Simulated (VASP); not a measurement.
# MnIr: accuracy against cost in the k-mesh and precision settings, part 2 of 3

How sensitive are energy, pressure and forces of MnIr to the k-mesh and precision settings? The atoms are off their equilibrium sites, so that forces can be compared too. The series runs use r2SCAN. The atoms of the start are displaced at random from the sites of a P4/mmm cell.

VASP 6.6.1; r2SCAN, spin-polarised from a ferromagnetic start; plane waves and PAW (Mn_pv, Ir).

Still holding for the runs below: The cell holds one magnetic atom, so no antiferromagnetic order fits into it.

So far. Step 5 (K-mesh: 6 6 4): Against the run before the energy moves by +39.81 meV an atom and the pressure by +2.27 GPa, after 17 cycles in 59 s.

**6. K-mesh: 7 7 5**

The input, INCAR:

```
SYSTEM = MnIr
PREC = Accurate
ENCUT = 400
EDIFF = 1E-06
NELM = 100
ISMEAR = -1
SIGMA = 0.05
LREAL = .FALSE.
ALGO = Normal
METAGGA = R2SCAN
LASPH = .TRUE.
NBANDS = 18
ISPIN = 2
MAGMOM = 4 0.6
LMAXMIX = 4
LORBIT = 11
LWAVE = .FALSE.
LCHARG = .FALSE.
KPAR = 2
ISIF = 2
```

The input, POSCAR:

```
MnIr
1.0
    2.7258966415      0.0000000000      0.0000000000
    0.0000000000      2.7258966415      0.0000000000
    0.0000000000      0.0000000000      3.6430000000
Mn Ir
1 1
Direct
    0.4858390000      0.5135410000      0.4986240000
    0.0003490000      0.0104010000      0.0023870000
```

The input, KPOINTS:

```
Automatic mesh
0
Gamma
7 7 5
0 0 0
```

The projector-augmented-wave data sets are Mn_pv and Ir (PBE family, release 64).

The run is started by

```
$ mpirun -np 2 vasp_std
```

The program printed:

```text
[... set-up lines as in an earlier step ...]
 entering main loop
       N       E                     dE             d eps       ncg     rms          rms(c)
DAV:   1     0.122127390100E+03    0.12213E+03   -0.10789E+04  9136   0.122E+03
DAV:   2    -0.672000762072E+02   -0.18933E+03   -0.18101E+03  8892   0.361E+02
DAV:   3    -0.731270581766E+02   -0.59270E+01   -0.58628E+01  9812   0.767E+01
DAV:   4    -0.731951151252E+02   -0.68057E-01   -0.68035E-01  9854   0.774E+00
[...]
DAV:  14    -0.677414963063E+02    0.28688E-04   -0.22800E-05 10216   0.419E-02    0.262E-02
DAV:  15    -0.677414927880E+02    0.35183E-05   -0.43506E-06  9354   0.229E-02    0.671E-03
DAV:  16    -0.677414937837E+02   -0.99570E-06   -0.15007E-06  6930   0.126E-02
   1 F= -.67741494E+02 E0= -.67734457E+02  d E =-.140728E-01  mag=     3.1376
```

Run time: 89 s. Hardware: 2 MPI ranks of AMD EPYC 9R45, shared host; peak memory 0.33 GiB.

Parts of OUTCAR (step 6):

```text
  Total        1.3168318      1.3201860     -0.3525500     -0.0044578     -0.0025630      0.0125698
  in kB       77.9404582     78.1389869    -20.8666776     -0.2638502     -0.1517012      0.7439811
  external PRESSURE =      45.0709225 kB  Pullay stress =       0.0000000 kB

 POSITION                                       TOTAL-FORCE (eV/Angst)
 -----------------------------------------------------------------------------------
      1.32435      1.39986      1.81649         0.213364     -0.045562      0.133727
      0.00095      0.02835      0.00870        -0.213364      0.045562     -0.133727
 -----------------------------------------------------------------------------------
    total drift:                               -0.001000      0.002300      0.000014

  FREE ENERGIE OF THE ION-ELECTRON SYSTEM (eV)
  ---------------------------------------------------
  free  energy   TOTEN  =       -67.7414937837 eV

  energy  without entropy=      -67.7274209849  energy(sigma->0) =      -67.73445738

 magnetization (x)
# of ion       s       p       d       tot
------------------------------------------
    1        0.013   0.019   3.330   3.362
    2       -0.048  -0.087  -0.160  -0.295
--------------------------------------------------
tot         -0.035  -0.068   3.171   3.067

[... 1 part as in an earlier step ...]

[... 2 further parts left out ...]
[key lines of the parts left out:]
E-fermi :   9.3281
```

Against the run before the energy moves by +4.22 meV an atom and the pressure by -0.87 GPa, after 16 cycles in 89 s.

**7. K-mesh: 10 10 7**

INCAR is that of step 6.

POSCAR is that of step 6.

The input, KPOINTS:

```
Automatic mesh
0
Gamma
10 10 7
0 0 0
```

The run is started by

```
$ mpirun -np 2 vasp_std
```

The program printed:

```text
[... set-up lines as in an earlier step ...]
 entering main loop
       N       E                     dE             d eps       ncg     rms          rms(c)
DAV:   1     0.121380261248E+03    0.12138E+03   -0.10843E+04 26224   0.122E+03
DAV:   2    -0.672419033000E+02   -0.18862E+03   -0.18037E+03 25430   0.361E+02
DAV:   3    -0.731310043939E+02   -0.58891E+01   -0.58251E+01 28150   0.763E+01
DAV:   4    -0.731994983704E+02   -0.68494E-01   -0.68469E-01 28342   0.773E+00
[...]
DAV:  15    -0.677355462476E+02    0.14311E-04   -0.45770E-06 26864   0.178E-02    0.947E-03
DAV:  16    -0.677355432144E+02    0.30331E-05   -0.26940E-06 23758   0.181E-02    0.279E-03
DAV:  17    -0.677355425420E+02    0.67244E-06   -0.28470E-07 13544   0.478E-03
   1 F= -.67735543E+02 E0= -.67729649E+02  d E =-.117862E-01  mag=     3.2003
```

Elapsed: 4.3 min, on 2 MPI ranks; peak memory 0.54 GiB.

OUTCAR, selected parts (step 7):

```text
  Total        1.5425967      1.5487015     -0.3149140     -0.0041495     -0.0024570      0.0121596
  in kB       91.3029989     91.6643261    -18.6390855     -0.2456015     -0.1454225      0.7196995
  external PRESSURE =      54.7760798 kB  Pullay stress =       0.0000000 kB

 POSITION                                       TOTAL-FORCE (eV/Angst)
 -----------------------------------------------------------------------------------
      1.32435      1.39986      1.81649         0.224097     -0.047682      0.133836
      0.00095      0.02835      0.00870        -0.224097      0.047682     -0.133836
 -----------------------------------------------------------------------------------
    total drift:                               -0.001005      0.002303     -0.000469

  FREE ENERGIE OF THE ION-ELECTRON SYSTEM (eV)
  ---------------------------------------------------
  free  energy   TOTEN  =       -67.7355425420 eV

  energy  without entropy=      -67.7237563467  energy(sigma->0) =      -67.72964944

 magnetization (x)
# of ion       s       p       d       tot
------------------------------------------
    1        0.014   0.023   3.369   3.406
    2       -0.048  -0.080  -0.157  -0.285
--------------------------------------------------
tot         -0.034  -0.057   3.212   3.121

[... 1 part as in an earlier step ...]

[... 2 further parts left out ...]
[key lines of the parts left out:]
E-fermi :   9.3288
```

Against the run before the energy moves by +2.40 meV an atom and the pressure by +0.97 GPa, after 17 cycles in 4.3 min.

**8. K-mesh: 12 12 9**

INCAR is that of step 7.

POSCAR is that of step 7.

The input, KPOINTS:

```
Automatic mesh
0
Gamma
12 12 9
0 0 0
```

The run is started by

```
$ mpirun -np 2 vasp_std
```

The program printed:

```text
[... set-up lines as in an earlier step ...]
 entering main loop
       N       E                     dE             d eps       ncg     rms          rms(c)
DAV:   1     0.120949104143E+03    0.12095E+03   -0.10794E+04 48514   0.122E+03
DAV:   2    -0.671944830432E+02   -0.18814E+03   -0.17991E+03 46964   0.361E+02
DAV:   3    -0.731254304709E+02   -0.59309E+01   -0.58695E+01 51912   0.766E+01
DAV:   4    -0.731941256487E+02   -0.68695E-01   -0.68672E-01 52336   0.776E+00
[...]
DAV:  16    -0.677363524157E+02    0.45838E-05   -0.35087E-06 44770   0.215E-02    0.298E-03
DAV:  17    -0.677363499671E+02    0.24486E-05   -0.32418E-07 25078   0.548E-03    0.167E-03
DAV:  18    -0.677363502806E+02   -0.31350E-06   -0.10004E-07 24776   0.416E-03
   1 F= -.67736350E+02 E0= -.67729946E+02  d E =-.128082E-01  mag=     3.2940
```

Wall time 8.4 min (2 MPI ranks); peak memory 0.81 GiB.

From OUTCAR (step 8):

```text
  Total        1.7266098      1.7333601     -0.3518188     -0.0038514     -0.0021524      0.0107253
  in kB      102.1943390    102.5938736    -20.8234042     -0.2279569     -0.1273936      0.6348096
  external PRESSURE =      61.3216028 kB  Pullay stress =       0.0000000 kB

 POSITION                                       TOTAL-FORCE (eV/Angst)
 -----------------------------------------------------------------------------------
      1.32435      1.39986      1.81649         0.222004     -0.047315      0.133603
      0.00095      0.02835      0.00870        -0.222004      0.047315     -0.133603
 -----------------------------------------------------------------------------------
    total drift:                               -0.001000      0.002307     -0.000943

  FREE ENERGIE OF THE ION-ELECTRON SYSTEM (eV)
  ---------------------------------------------------
  free  energy   TOTEN  =       -67.7363502806 eV

  energy  without entropy=      -67.7235420821  energy(sigma->0) =      -67.72994618

 magnetization (x)
# of ion       s       p       d       tot
------------------------------------------
    1        0.014   0.024   3.402   3.440
    2       -0.047  -0.074  -0.109  -0.230
--------------------------------------------------
tot         -0.033  -0.049   3.292   3.210

[... 1 part as in an earlier step ...]

[... 2 further parts left out ...]
[key lines of the parts left out:]
E-fermi :   9.3221
```

Against the run before the energy moves by -0.15 meV an atom and the pressure by +0.65 GPa, after 18 cycles in 8.4 min.

**9. K-mesh: 15 15 11**

INCAR is that of step 8.

POSCAR is that of step 8.

The input, KPOINTS:

```
Automatic mesh
0
Gamma
15 15 11
0 0 0
```

The run is started by

```
$ mpirun -np 2 vasp_std
```

The program printed:

```text
[... set-up lines as in an earlier step ...]
 entering main loop
       N       E                     dE             d eps       ncg     rms          rms(c)
DAV:   1     0.121703470014E+03    0.12170E+03   -0.10814E+04 91930   0.122E+03
DAV:   2    -0.672046755365E+02   -0.18891E+03   -0.18071E+03 89462   0.361E+02
DAV:   3    -0.731262694377E+02   -0.59216E+01   -0.58596E+01 99006   0.766E+01
DAV:   4    -0.731947307356E+02   -0.68461E-01   -0.68436E-01100016   0.774E+00
[...]
DAV:  16    -0.677323333439E+02    0.40719E-05   -0.28723E-06 80262   0.192E-02    0.283E-03
DAV:  17    -0.677323312574E+02    0.20866E-05   -0.31739E-07 47292   0.526E-03    0.164E-03
DAV:  18    -0.677323315245E+02   -0.26710E-06   -0.10463E-07 46376   0.407E-03
   1 F= -.67732332E+02 E0= -.67725848E+02  d E =-.129675E-01  mag=     3.2591
```

Run time: 16 min. Hardware: 2 MPI ranks; peak memory 1.4 GiB.

From OUTCAR (step 9):

```text
  Total        1.6452522      1.6537835     -0.3559234     -0.0037210     -0.0022859      0.0113521
  in kB       97.3789549     97.8839044    -21.0663438     -0.2202354     -0.1352978      0.6719080
  external PRESSURE =      58.0655052 kB  Pullay stress =       0.0000000 kB

 POSITION                                       TOTAL-FORCE (eV/Angst)
 -----------------------------------------------------------------------------------
      1.32435      1.39986      1.81649         0.217252     -0.046185      0.132539
      0.00095      0.02835      0.00870        -0.217252      0.046185     -0.132539
 -----------------------------------------------------------------------------------
    total drift:                               -0.000994      0.002271     -0.000834

  FREE ENERGIE OF THE ION-ELECTRON SYSTEM (eV)
  ---------------------------------------------------
  free  energy   TOTEN  =       -67.7323315245 eV

  energy  without entropy=      -67.7193640557  energy(sigma->0) =      -67.72584779

 magnetization (x)
# of ion       s       p       d       tot
------------------------------------------
    1        0.014   0.024   3.383   3.421
    2       -0.047  -0.075  -0.123  -0.245
--------------------------------------------------
tot         -0.033  -0.051   3.260   3.176

[... 1 part as in an earlier step ...]

[... 2 further parts left out ...]
[key lines of the parts left out:]
E-fermi :   9.3124
```

Against the run before the energy moves by +2.05 meV an atom and the pressure by -0.33 GPa, after 18 cycles in 16 min.

**10. The k-mesh series as a table**

This step: convergence of r2SCAN results with the mesh; plane waves and PAW (VASP 6.6.1).

No new run; the numbers come from the runs before.

Differences are taken from the run with 15 15 11. Results of the series, by row:

| setting | status | energy less the reference (meV/atom) | pressure (GPa) | largest force difference (meV/Å) | moment (μB) | SCF cycles | wall time (s) |
| --- | --- | --- | --- | --- | --- | --- | --- |
| 2 2 2 | converged | 971.4 | 0.9462 | 269.5 | 2.255 | 22 | 12.2 |
| 3 3 3 | converged | 112.9 | 11.39 | 24.33 | 3.388 | 19 | 16.6 |
| 4 4 3 | converged | -48.34 | 3.108 | 16.73 | 3.235 | 18 | 25 |
| 6 6 4 | converged | -8.525 | 5.374 | 19.46 | 3.332 | 17 | 59 |
| 7 7 5 | converged | -4.305 | 4.507 | 3.888 | 3.138 | 16 | 89 |
| 10 10 7 | converged | -1.901 | 5.478 | 6.845 | 3.2 | 17 | 258.1 |
| 12 12 9 | converged | -2.049 | 6.132 | 4.752 | 3.294 | 18 | 504.1 |
| 15 15 11 | converged | 0 | 5.807 | 0 | 3.259 | 18 | 953.2 |

**11. Precision settings: PREC = Low**

This step: r2SCAN, spin-polarised from a ferromagnetic start; plane waves and PAW (Mn_pv, Ir) (VASP 6.6.1).

PREC sets the FFT grids, and LREAL, ADDGRID and LASPH trade speed for accuracy.

INCAR: that of step 9 with these lines changed.

```diff
@@ -1,3 +1,3 @@
 SYSTEM = MnIr
-PREC = Accurate
+PREC = Low
 ENCUT = 400
```

POSCAR is that of step 9.

The input, KPOINTS:

```
Automatic mesh
0
Gamma
7 7 5
0 0 0
```

The run is started by

```
$ mpirun -np 2 vasp_std
```

The program printed:

```text
[... set-up lines as in an earlier step ...]
 entering main loop
       N       E                     dE             d eps       ncg     rms          rms(c)
DAV:   1     0.122120720439E+03    0.12212E+03   -0.10789E+04  9136   0.122E+03
DAV:   2    -0.672053284976E+02   -0.18933E+03   -0.18101E+03  8892   0.361E+02
DAV:   3    -0.731318492937E+02   -0.59265E+01   -0.58623E+01  9812   0.767E+01
DAV:   4    -0.731998997961E+02   -0.68051E-01   -0.68029E-01  9854   0.774E+00
DAV:   5    -0.732015387337E+02   -0.16389E-02   -0.16389E-02  9782   0.126E+00    0.203E+01
DAV:   6    -0.705379432803E+02    0.26636E+01   -0.36143E+01  9380   0.650E+01    0.236E+01
DAV:   7    -0.677551252229E+02    0.27828E+01   -0.25455E+01 10018   0.534E+01    0.791E+00
DAV:   8    -0.676576612266E+02    0.97464E-01   -0.16891E+00  9662   0.136E+01    0.370E+00
DAV:   9    -0.677421786783E+02   -0.84517E-01   -0.19348E-01  9600   0.397E+00    0.230E+00
DAV:  10    -0.677474272591E+02   -0.52486E-02   -0.54588E-02 10428   0.223E+00    0.110E+00
DAV:  11    -0.677503731194E+02   -0.29459E-02   -0.17421E-02  9644   0.123E+00    0.305E-01
DAV:  12    -0.677509777569E+02   -0.60464E-03   -0.96969E-04  9396   0.330E-01    0.118E-01
DAV:  13    -0.677510056138E+02   -0.27857E-04   -0.18653E-04 10082   0.115E-01    0.714E-02
DAV:  14    -0.677509793288E+02    0.26285E-04   -0.24312E-05 10274   0.439E-02    0.267E-02
DAV:  15    -0.677509762473E+02    0.30814E-05   -0.47983E-06  9380   0.240E-02    0.686E-03
DAV:  16    -0.677509777487E+02   -0.15014E-05   -0.16334E-06  7336   0.128E-02    0.347E-03
DAV:  17    -0.677509759925E+02    0.17563E-05   -0.32468E-07  4702   0.503E-03    0.172E-03
DAV:  18    -0.677509760825E+02   -0.90060E-07   -0.94968E-08  4620   0.347E-03
   1 F= -.67750976E+02 E0= -.67743926E+02  d E =-.141008E-01  mag=     3.1377
```

The job ended after 53 s (2 MPI ranks; peak memory 0.29 GiB; 1.7 min of CPU time).

From OUTCAR (step 11):

```text
   NELECT =      22.0000    total number of electrons

 E-fermi :   9.3302

 spin component 1
 k-point     1 :       0.0000    0.0000    0.0000
  band No.  band energies     occupation
    ...
      7       6.0689      1.00000
      8       6.0781      1.00000
      9       6.1845      1.00000
     10       7.2961      1.00000
     11       7.7658      1.00000
     12      10.0129      0.00000
     13      10.0623      0.00000
     14      10.0756      0.00000
     15      12.3307      0.00000
     16      21.1362      0.00000
    ...

 k-point     2 :       0.1429    0.0000    0.0000
  band No.  band energies     occupation
    ...
      8       6.2364      1.00000
      9       6.3511      1.00000
     10       7.1613      1.00000
     11       7.7626      1.00000
     12       8.4690      1.00000
     13       9.4332      0.11307
     14       9.9087      0.00001
     15      14.3872      0.00000
     16      18.9633      0.00000
     17      21.2702      0.00000
    ...

  Total        1.3613616      1.3602288     -0.2808505     -0.0918281     -0.0055407      0.0161617
  in kB       80.5760780     80.5090338    -16.6229383     -5.4351105     -0.3279395      0.9565760
  external PRESSURE =      48.1540578 kB  Pullay stress =       0.0000000 kB

 POSITION                                       TOTAL-FORCE (eV/Angst)
 -----------------------------------------------------------------------------------
      1.32435      1.39986      1.81649         0.150006      0.004966      0.142743
      0.00095      0.02835      0.00870        -0.150006     -0.004966     -0.142743
 -----------------------------------------------------------------------------------
    total drift:                               -0.122563      0.139415      0.018190

  FREE ENERGIE OF THE ION-ELECTRON SYSTEM (eV)
  ---------------------------------------------------
  free  energy   TOTEN  =       -67.7509760825 eV

  energy  without entropy=      -67.7368752429  energy(sigma->0) =      -67.74392566

 magnetization (x)
# of ion       s       p       d       tot
------------------------------------------
    1        0.013   0.019   3.330   3.362
    2       -0.048  -0.087  -0.162  -0.298
--------------------------------------------------
tot         -0.036  -0.068   3.168   3.065

[... 6 parts as in an earlier step ...]

[... 16 further parts left out ...]
```

The k-mesh is coarse for a metal.

This step gave:

```yaml
irreducible_k_points: 123
free_energy_toten: -67.7510 eV
energy_at_zero_smearing: -67.7439 eV
fermi_energy: 9.330 eV
pressure: 4.815 GPa
moment_of_the_cell_from_the_last_line_of_the_log: 3.138 μB
```

Spin moment in the PAW sphere by atom:

```
atom  spin moment in the PAW sphere (μB)
 Mn1                                3.36
 Ir2                               -0.30
```

The series starts at -33.8720 eV an atom and 4.82 GPa, after 18 cycles in 53 s.

**12. Precision settings: PREC = Medium**

INCAR: that of step 11 with these lines changed.

```diff
@@ -1,3 +1,3 @@
 SYSTEM = MnIr
-PREC = Low
+PREC = Medium
 ENCUT = 400
```

POSCAR is that of step 11.

KPOINTS is that of step 11.

The run is started by

```
$ mpirun -np 2 vasp_std
```

The program printed:

```text
[... set-up lines as in an earlier step ...]
 entering main loop
       N       E                     dE             d eps       ncg     rms          rms(c)
DAV:   1     0.122127429877E+03    0.12213E+03   -0.10789E+04  9136   0.122E+03
DAV:   2    -0.672003457799E+02   -0.18933E+03   -0.18101E+03  8892   0.361E+02
DAV:   3    -0.731273189876E+02   -0.59270E+01   -0.58627E+01  9812   0.767E+01
DAV:   4    -0.731953852073E+02   -0.68066E-01   -0.68045E-01  9854   0.775E+00
[...]
DAV:  16    -0.677415836591E+02   -0.14564E-05   -0.15071E-06  7116   0.125E-02    0.340E-03
DAV:  17    -0.677415817963E+02    0.18627E-05   -0.29702E-07  4716   0.487E-03    0.166E-03
DAV:  18    -0.677415817743E+02    0.22018E-07   -0.84265E-08  4620   0.328E-03
   1 F= -.67741582E+02 E0= -.67734538E+02  d E =-.140869E-01  mag=     3.1377
```

The job ended after 54 s (2 MPI ranks; peak memory 0.29 GiB; 1.8 min of CPU time).

Parts of OUTCAR (step 12):

```text
  Total        1.3400039      1.3431732     -0.3375139     -0.0113892      0.0001752      0.0099096
  in kB       79.3119649     79.4995480    -19.9767272     -0.6740999      0.0103712      0.5865283
  external PRESSURE =      46.2782619 kB  Pullay stress =       0.0000000 kB

 POSITION                                       TOTAL-FORCE (eV/Angst)
 -----------------------------------------------------------------------------------
      1.32435      1.39986      1.81649         0.194485     -0.028203      0.149509
      0.00095      0.02835      0.00870        -0.194485      0.028203     -0.149509
 -----------------------------------------------------------------------------------
    total drift:                               -0.044575      0.039625      0.035398

  FREE ENERGIE OF THE ION-ELECTRON SYSTEM (eV)
  ---------------------------------------------------
  free  energy   TOTEN  =       -67.7415817743 eV

  energy  without entropy=      -67.7274948694  energy(sigma->0) =      -67.73453832

 magnetization (x)
# of ion       s       p       d       tot
------------------------------------------
    1        0.013   0.019   3.331   3.363
    2       -0.048  -0.087  -0.162  -0.296
--------------------------------------------------
tot         -0.035  -0.068   3.170   3.067

[... 2 parts as in an earlier step ...]

[... 1 further part left out ...]
[key lines of the parts left out:]
E-fermi :   9.3298
```

Against the first of the series the energy moves by +4.69 meV an atom and the pressure by -0.19 GPa, after 18 cycles in 54 s.

(Part 2 of 3 ends here.)

[Lines on the potential files, build, host, timing and source positions are cut from VASP's logs without a mark.]

[Logs are printed without paths, hosts, clocks, repeated set-up lines and the standing remarks that a program may print on its own settings, such as how far it seeks lower states.]

[Hosts, paths, dates, database ids (printed as entryN), source tags and the programs' standing remarks are cut or masked in the printed files.]

[A measured line is paired with the nearest computed mode of its activity, which favours agreement.]
